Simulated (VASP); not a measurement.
These are PBE GGA with D4 dispersion, VASP's PBE PAW potentials (set 64) (plane waves; VASP) values and carry that method's errors.

VASP input:

### KPOINTS
```
kpoints
0
G
  8 8 8
```

**POSCAR**
```
LiCl
1.0
  0.0000000000   2.5424606958   2.5424606958
  2.5424606958   0.0000000000   2.5424606958
  2.5424606958   2.5424606958   0.0000000000
Li Cl
1 1
Cartesian
  0.0000000000   0.0000000000   0.0000000000
  2.5424606958   2.5424606958   2.5424606958
```

INCAR:
```
SYSTEM = LiCl
PREC = Accurate; ENCUT = 520; LREAL = F
LASPH = T
EDIFF = 1E-6; NELM = 100; ALGO = Normal
ISMEAR = 0; SIGMA = 0.05
GGA = PE; IVDW = 13
IBRION = 2; NSW = 60; ISIF = 3
EDIFFG = -0.01
LWAVE = F; LCHARG = F
```

POTCAR, in this order: Li_sv Cl (PBE.64 set). Program: vasp_std.

The run wrote:

### OSZICAR
```
       N       E                     dE             d eps       ncg     rms          rms(c)
DAV:   1     0.433018038477E+02    0.43302E+02   -0.43129E+03   522   0.102E+03
DAV:   2    -0.541785263059E+01   -0.48720E+02   -0.46570E+02   689   0.164E+02
DAV:   3    -0.740629753563E+01   -0.19884E+01   -0.19861E+01   679   0.397E+01
DAV:   4    -0.744345215814E+01   -0.37155E-01   -0.37104E-01   791   0.532E+00
DAV:   5    -0.744375251326E+01   -0.30036E-03   -0.30034E-03   689   0.471E-01    0.242E+00
DAV:   6    -0.737563967809E+01    0.68113E-01   -0.16509E-01   570   0.238E+00    0.174E+00
DAV:   7    -0.737711519923E+01   -0.14755E-02   -0.56724E-02   760   0.156E+00    0.928E-01
DAV:   8    -0.738119390686E+01   -0.40787E-02   -0.85410E-03   589   0.781E-01    0.139E-01
DAV:   9    -0.738118077642E+01    0.13130E-04   -0.28816E-04   670   0.153E-01    0.399E-02
DAV:  10    -0.738124057055E+01   -0.59794E-04   -0.10887E-04   565   0.959E-02    0.226E-02
DAV:  11    -0.738124639758E+01   -0.58270E-05   -0.55167E-06   790   0.223E-02    0.594E-03
DAV:  12    -0.738124772252E+01   -0.13249E-05   -0.36922E-07   553   0.572E-03    0.292E-03
DAV:  13    -0.738124713847E+01    0.58405E-06   -0.12254E-07   268   0.319E-03
   1 F= -.76314832E+01 E0= -.76314832E+01  d E =-.763148E+01
```

File OUTCAR:
```
------------------------ aborting loop because EDIFF is reached ----------------------------------------
  Edisp (eV):   -0.25024
  FORCE on cell =-STRESS in cart. coord.  units (eV):
  Direction    XX          YY          ZZ          XY          YZ          ZX
  --------------------------------------------------------------------------------------
  Total      -0.00879    -0.00879    -0.00879    -0.00000     0.00000    -0.00000
  in kB      -0.42862    -0.42862    -0.42862    -0.00000     0.00000    -0.00000
  external pressure =       -0.43 kB  Pullay stress =        0.00 kB
  volume of cell :       32.87
      direct lattice vectors                 reciprocal lattice vectors
     0.000000000  2.542460696  2.542460696    -0.196659874  0.196659874  0.196659874
     2.542460696  0.000000000  2.542460696     0.196659874 -0.196659874  0.196659874
     2.542460696  2.542460696  0.000000000     0.196659874  0.196659874 -0.196659874
  FREE ENERGIE OF THE ION-ELECTRON SYSTEM (eV)
  ---------------------------------------------------
  free  energy   TOTEN  =        -7.6314831870 eV

  energy  without entropy=       -7.6314831870  energy(sigma->0) =       -7.63148319

 reached required accuracy - stopping structural energy minimisation
```
(Selected blocks of OUTCAR.)

The compound is LiCl in the rock salt structure. It was relaxed first. The start is the result of an earlier pass.
